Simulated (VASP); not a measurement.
```yaml
crystal:
  lattice:
    - [0.00000, 3.20350, 3.20350]
    - [3.20350, 0.00000, 3.20350]
    - [3.20350, 3.20350, 0.00000]
  atoms:
    - { symbol: Mg, position: [0.25000, 0.25000, 0.25000] }
    - { symbol: Mg, position: [0.75000, 0.75000, 0.75000] }
    - { symbol: Ge, position: [0.00000, 0.00000, 0.00000] }
```

Level of theory: PBE GGA, VASP's PBE PAW potentials (set 64) (plane waves; VASP). Run with 400 eV cut-off, 14×14×14 Γ-centred mesh, Gaussian smearing of 0.010 eV, potentials Mg Ge_d.

Q: Give the direction-averaged independent-particle dielectric function (no local fields, no excitons; a broadening of 0.1 eV leaves a tail below the gap, and fine structure carries the noise of the k-mesh).

A: 
```
ħω (eV)      ε₁     ε₂
-------  ------  -----
0.00      18.15   0.00
0.20      18.27   0.12
0.40      18.63   0.25
0.60      19.29   0.44
0.90      20.99   1.45
1.10      21.75   1.50
1.30      24.77   2.31
1.50      27.49   5.61
1.80      27.26  15.52
2.00      28.08  17.46
2.20      30.57  20.93
2.50      22.32  41.42
2.70       3.49  41.02
2.90       0.14  37.65
3.10     -14.79  32.12
3.40     -11.37  17.93
3.60     -11.54  15.80
3.80     -10.59  10.95
4.10      -7.21  10.86
4.30      -9.66  10.66
4.50      -9.59   6.79
4.70      -7.62   5.70
5.00      -6.29   5.40
5.20      -7.17   4.27
5.40      -6.24   3.17
5.70      -4.92   3.24
5.90      -5.13   2.35
6.10      -4.35   2.06
6.30      -3.89   1.93
6.60      -3.88   1.65
6.80      -3.45   1.36
7.00      -3.12   1.15
7.30      -2.75   0.85
7.50      -2.49   0.88
7.70      -2.18   0.78
7.90      -2.09   0.81
8.20      -1.96   0.60
8.40      -1.74   0.50
8.60      -1.59   0.46
8.90      -1.36   0.39
```
ε₂ peaks at 2.6 eV (height 45.0); ε₁(0) averages 18.15, so the electronic refractive index below the gap tends to √18.15 = 4.26.

The compound is Mg2Ge in the antifluorite structure. It was relaxed first.
